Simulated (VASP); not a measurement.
Energy against volume of C (diamond). These are HSE06 screened hybrid, VASP's PBE PAW potentials (set 64) (plane waves; VASP) values and carry that method's errors.

| V (Å³/atom) | E (eV/atom) |
|---|---|
| 5.191 | -10.50030 |
| 5.362 | -10.53208 |
| 5.533 | -10.54530 |
| 5.704 | -10.54243 |
| 5.875 | -10.52559 |

Question: Fit a third-order Birch-Murnaghan equation of state.

Answer: 
```json
{
  "volume_per_atom": "5.58 Å³/atom",
  "bulk_modulus": "470 GPa",
  "pressure_derivative_of_the_bulk_modulus": "3.61",
  "lattice_constant_a": "3.548 Å"
}
```

Measured: bulk modulus 455 GPa at 0 K (computed value off by +3.4 %), as given by Daniel Mejia-Rodriguez et al., Physical Review B (2018), arXiv:1807.09216 [0 K value with the zero-point phonon effect removed]; a 3.553 Å at 0 K (computed value off by -0.1 %), as given by Daniel Mejia-Rodriguez et al., Physical Review B (2018), arXiv:1807.09216 [static lattice: zero-point anharmonic expansion removed].

The compound is C in the diamond structure. It was relaxed first. The cell's shape comes from a PBE relaxation.
